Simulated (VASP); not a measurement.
# What goes wrong when the modes of NbAs are computed with a bad input, part 3 of 3

Some phonon runs on NbAs get a fault in the input on purpose. Which of them show, and how? The starting structure is a measured crystal structure from the Crystallography Open Database.

VASP 6.6.1.

Results so far: reference A1 273.9 cm⁻¹; finite displacements, else as the reference A1 273.9 cm⁻¹; a cutoff far too low A1 279.3 cm⁻¹; a loose electronic threshold A1 271.0 cm⁻¹.

**6. Modes with a k mesh far too coarse**

Level of this step: LDA; plane waves and PAW (Nb_sv, As) (VASP).

A slip made on purpose: a k mesh far too coarse. Against step 2 the input has a 2×2×2 mesh (also changed: NELM and KPAR).

Contents of INCAR:

```
SYSTEM = NbAs
PREC = Accurate
ENCUT = 450
EDIFF = 1E-08
NELM = 60
ISMEAR = 0
SIGMA = 0.05
LREAL = .FALSE.
ALGO = Normal
GGA = CA
NBANDS = 24
LASPH = .TRUE.
LORBIT = 11
LWAVE = .FALSE.
LCHARG = .FALSE.
IBRION = 8
ISIF = 2
```

Contents of POSCAR:

```
NbAs
1.0
   -3.4196238416      0.0000000000      0.0000000000
    0.0000000000      3.4196238416      0.0000000000
    1.7098119208     -1.7098119208     -5.7669810027
Nb As
2 2
Direct
    0.0012480061      0.5012480061      0.0024960121
    0.2512480061      0.2512480061      0.5024960121
    0.5827519939      0.0827519939      0.1655039879
    0.8327519939      0.8327519939      0.6655039879
```

Contents of KPOINTS:

```
Automatic mesh
0
Gamma
2 2 2
0 0 0
```

Potentials, in the order of the species: Nb_sv and As (LDA family, release 64).

Launch:

```bash
$ mpirun -np 16 vasp_std
```

Output:

```text
[banner, memory and clock lines left out]
running   16 mpi-ranks, on    1 nodes
[...]
[... a notice as in an earlier step ...]

 LDA part: xc-table for (Slater(with rela. corr.)+CA(PZ))
 , standard interpolation
|                                                                             |
|           W    W    AA    RRRRR   N    N  II  N    N   GGGG   !!!           |
|           W    W   A  A   R    R  NN   N  II  NN   N  G    G  !!!           |
|           W    W  A    A  R    R  N N  N  II  N N  N  G       !!!           |
|           W WW W  AAAAAA  RRRRR   N  N N  II  N  N N  G  GGG   !            |
|           WW  WW  A    A  R   R   N   NN  II  N   NN  G    G                |
|           W    W  A    A  R    R  N    N  II  N    N   GGGG   !!!           |
|                                                                             |
|     The number of bands has been changed from the values supplied in        |
|     The orbitals not found in the WAVECAR file will be initialized with     |
[...]
RMM:  11    -0.446745652431E-01    0.11003E-06   -0.24034E-09   917   0.834E-05    0.161E-05
RMM:  12    -0.446744967090E-01    0.68534E-07   -0.20125E-10   920   0.370E-05    0.629E-06
RMM:  13    -0.446744983092E-01   -0.16002E-08   -0.76422E-11   941   0.162E-05    0.219E-06
 first order change of Fermi-energy  -0.94365E-06
 force on displaced ion       3 direction 2 :   0.000  -8.678   0.000
 Linear response progress:
  Degree of freedom:   6/  6
       N       E                     dE             d eps       ncg     rms          rms(c)
RMM:   1    -0.647762230109E-01   -0.64776E-01   -0.17792E-02   827   0.768E-01
RMM:   2    -0.568562618613E-01    0.79200E-02   -0.34315E-03   552   0.289E-01    0.143E-01
RMM:   3    -0.572702674630E-01   -0.41401E-03   -0.96236E-04   524   0.147E-01    0.229E-01
RMM:   4    -0.570634609421E-01    0.20681E-03   -0.34698E-04   491   0.947E-02    0.545E-02
[...]
RMM:  11    -0.571814123757E-01   -0.98472E-07    0.21608E-07   735   0.234E-04    0.410E-05
RMM:  12    -0.571814018534E-01    0.10522E-07    0.68490E-08   745   0.855E-05    0.185E-05
RMM:  13    -0.571813986600E-01    0.31934E-08    0.30221E-08   737   0.395E-05    0.749E-06
 first order change of Fermi-energy  -0.11145E+00
 force on displaced ion       3 direction 3 :  -0.000   0.000 -14.196
 Linear response finished
```

Elapsed: 47 s, on 16 MPI ranks of AMD EPYC 7R43, shared host; peak memory 1.7 GiB.

Parts of OUTCAR (step 6):

```text
  Total        0.9430314      0.9430314      2.7659391      0.0000000      0.0000000      0.0000000
  in kB       22.4043095     22.4043095     65.7125021      0.0000000      0.0000000      0.0000000
  external PRESSURE =      36.8403737 kB  Pullay stress =       0.0000000 kB

 POSITION                                       TOTAL-FORCE (eV/Angst)
 -----------------------------------------------------------------------------------
     -0.00000      1.70981     -0.01439         0.000000     -0.000000      0.253396
     -0.00000      0.00000     -2.89788         0.000000     -0.000000      0.253396
     -1.70981     -0.00000     -0.95446        -0.000000     -0.000000     -0.253396
     -1.70981      1.70981     -3.83795         0.000000      0.000000     -0.253396
 -----------------------------------------------------------------------------------
    total drift:                                0.000014     -0.000014     -0.000604

[... 1 part as in an earlier step ...]

[... 1 further part left out ...]
```

With a k mesh far too coarse the modes are at the top A1 269.0, E (3) 255.5 cm⁻¹, at the bottom B1 (1) -209.5, E (1) -211.9 cm⁻¹, with 2 more of the listed ones between; B1 (1), real with the reference, turns imaginary. Imaginary, given as negative numbers: B1 (1) and E (1).

**7. Modes with low precision and real-space projectors**

A slip made on purpose: low precision and real-space projectors. Against step 2 the input has PREC = Low, LREAL = Auto, IBRION = 6, NFREE = 2 and POTIM = 0.015 (also changed: NELM and NSW).

Contents of INCAR:

```
SYSTEM = NbAs
PREC = Low
ENCUT = 450
EDIFF = 1E-08
NELM = 60
ISMEAR = 0
SIGMA = 0.05
LREAL = Auto
ALGO = Normal
GGA = CA
NBANDS = 24
LASPH = .TRUE.
LORBIT = 11
LWAVE = .FALSE.
LCHARG = .FALSE.
KPAR = 16
IBRION = 6
NFREE = 2
POTIM = 0.015
NSW = 1
ISIF = 2
```

POSCAR is that of step 6.

Contents of KPOINTS:

```
Automatic mesh
0
Gamma
10 10 10
0 0 0
```

Launch:

```bash
$ mpirun -np 16 vasp_std
```

Output:

```text
[banner, memory and clock lines left out]
running   16 mpi-ranks, on    1 nodes
[...]
[... a notice as in an earlier step ...]

|                                                                             |
|               ----> ADVICE to this user running VASP <----                  |
|                                                                             |
|     You have a (more or less) 'small supercell' and for smaller cells       |
|     it is recommended to use the reciprocal-space projection scheme!        |
|     The real-space optimization is not efficient for small cells and it     |
|     is also less accurate ...                                               |
|     Therefore, set LREAL=.FALSE. in the INCAR file.                         |
|                                                                             |

 LDA part: xc-table for (Slater(with rela. corr.)+CA(PZ))
 , standard interpolation
 POSCAR, INCAR and KPOINTS ok, starting setup
[...]
entering main loop
[...]
DAV:   4    -0.382462318887E+02   -0.16962E+01   -0.16897E+01  7544   0.228E+01
[...]
DAV:  21    -0.364034192605E+02   -0.30288E-07   -0.92666E-11  4088   0.113E-04    0.168E-04
DAV:  22    -0.364034192898E+02   -0.29245E-07   -0.63625E-11  3808   0.926E-05    0.168E-04
DAV:  23    -0.364034192895E+02    0.22692E-09   -0.45648E-11  3392   0.785E-05
   1 F= -.36403419E+02 E0= -.36402850E+02  d E =-.113906E-02
[... from here on, the cycles between the ionic steps are left out ...]
   2 F= -.36402248E+02 E0= -.36401732E+02  d E =-.103128E-02
   3 F= -.36402219E+02 E0= -.36401704E+02  d E =-.103076E-02
   4 F= -.36401539E+02 E0= -.36400972E+02  d E =-.113424E-02
   5 F= -.36401640E+02 E0= -.36401073E+02  d E =-.113367E-02
   6 F= -.36401592E+02 E0= -.36401035E+02  d E =-.111294E-02
   7 F= -.36401370E+02 E0= -.36400799E+02  d E =-.114291E-02
   8 F= -.36402840E+02 E0= -.36402319E+02  d E =-.104352E-02
   9 F= -.36400017E+02 E0= -.36399495E+02  d E =-.104460E-02
  10 F= -.36400620E+02 E0= -.36400055E+02  d E =-.112880E-02
  11 F= -.36402868E+02 E0= -.36402303E+02  d E =-.112967E-02
  12 F= -.36404144E+02 E0= -.36403568E+02  d E =-.115143E-02
  13 F= -.36404421E+02 E0= -.36403858E+02  d E =-.112555E-02
 Finite differences progress:
  Degree of freedom:   6/  6
  Displacement:        2/  2
  Total:              12/ 12
```

Wall time 2.9 min (16 MPI ranks); peak memory 7.3 GiB.

Parts of OUTCAR (step 7):

```text
  Total       -0.0548152     -0.1657980      0.6757300      0.0000000      0.0000000      0.0000000
  in kB       -1.3022854     -3.9389887     16.0538282      0.0000000      0.0000000      0.0000000
  external PRESSURE =       3.6041847 kB  Pullay stress =       0.0000000 kB

 POSITION                                       TOTAL-FORCE (eV/Angst)
 -----------------------------------------------------------------------------------
     -0.00000      1.70981     -0.01439        -0.000000      0.000000     -0.061091
     -0.00000      0.00000     -2.89788        -0.000000      0.000000     -0.072602
     -1.70981     -0.00000     -0.96946        -0.000000      0.000000      0.082754
     -1.70981      1.70981     -3.83795         0.000000     -0.000000      0.050939
 -----------------------------------------------------------------------------------
    total drift:                               -0.000134     -0.000140     -0.021620

  FREE ENERGIE OF THE ION-ELECTRON SYSTEM (eV)
  ---------------------------------------------------
  free  energy   TOTEN  =       -36.4044208396 eV

  energy  without entropy=      -36.4032952887  energy(sigma->0) =      -36.40385806

[... 2 parts as in an earlier step ...]

[... 1 further part left out ...]
[key lines of the parts left out:]
E-fermi :   9.9678
```

Three frequencies should lie near zero, those of the translations, and here fewer than three do (the smallest in size are -18.5, -18.5 and -33.6 cm⁻¹), so no mode of this run is used. As printed, the frequencies run from -70.1 to 285.7 cm⁻¹, imaginary ones as negative numbers.

**8. Comparison**

| run | ended | A1 | E (3) | E (2) | B1 (2) | B1 (1) | E (1) | imaginary modes, each partner counted | method | core minutes |
| --- | --- | --- | --- | --- | --- | --- | --- | --- | --- | --- |
| reference | converged | 273.9 | 270.0 | 257.8 | 252.9 | 230.5 | 151.9 | 0 | perturbation theory | 172.0 |
| finite displacements, else as the reference | converged | 273.9 | 267.9 | 255.6 | 252.8 | 230.4 | 150.6 | 0 | finite displacements | 84.8 |
| a cutoff far too low | converged | 279.3 | 319.8 | 290.4 | 451.9 | 255.0 | 190.3 | 0 | perturbation theory | 32.0 |
| a loose electronic threshold | converged | 271.0 | 260.3 | 250.0 | 250.6 | 219.2 | 149.3 | 0 | finite displacements | 41.3 |
| a k mesh far too coarse | converged | 269.0 | 255.5 | 148.0 | 251.5 | -209.5 | -211.9 | 3 | perturbation theory | 12.5 |
| low precision and real-space projectors | finished, not usable | - | - | - | - | - | - | - | finite displacements | 46.9 |

Modes are in cm⁻¹, degenerate ones as one, matched between runs by symmetry and order. A number in brackets counts the listed modes of one symmetry from the lowest. The symmetry labels come from an automatic analysis and can be wrong where levels nearly coincide. Core minutes are wall time times ranks of the run shown, on a shared host.

**9. Summary of results**

```
A1, reference                                      : 273.9 cm⁻¹
E (1), reference                                   : 151.9 cm⁻¹
A1, finite displacements, else as the reference    : 273.9 cm⁻¹
E (1), finite displacements, else as the reference : 150.6 cm⁻¹
A1, a cutoff far too low                           : 279.3 cm⁻¹
E (1), a cutoff far too low                        : 190.3 cm⁻¹
A1, a loose electronic threshold                   : 271.0 cm⁻¹
E (1), a loose electronic threshold                : 149.3 cm⁻¹
A1, a k mesh far too coarse                        : 269.0 cm⁻¹
E (1), a k mesh far too coarse                     : -211.9 cm⁻¹
run with low precision and real-space projectors   : finished, not usable
```

Finished, but so rough that the translations don't all come out near zero: low precision and real-space projectors. Finished, but with signs in the output that stand out against the reference: a cutoff far too low, with modes off by up to +199 cm⁻¹, in B1 (2) (signs: a pressure of -170.4 GPa on the undisplaced cell); a k mesh far too coarse, with B1 (1) turned imaginary, like 1 more of the compared levels (signs: a pressure of 3.7 GPa on the undisplaced cell, forces of up to 0.25 eV/Å on the undisplaced atoms and imaginary modes). Finished, and of the signs looked for here (warnings, stress, forces, entropy, moments, translations away from zero, imaginary modes) none stands out against the reference by the marks set here, though the list of modes is off: a loose electronic threshold, with modes off by up to -11 cm⁻¹, in B1 (1). Runs with finite displacements are held against the sound run of that kind. The reference (perturbation theory) and the sound run with finite displacements differ by -2.2 cm⁻¹ in E (2) themselves, and which lies nearer isn't tested. Further runs on this material are not shown.

[Lines on the potential files, build, host, timing and source positions are cut from VASP's logs without a mark.]

[Logs are printed without paths, hosts, clocks, repeated set-up lines and the standing remarks that a program may print on its own settings, such as how far it seeks lower states.]

[Hosts, paths, dates, database ids (printed as entryN), source tags and the programs' standing remarks are cut or masked in the printed files.]
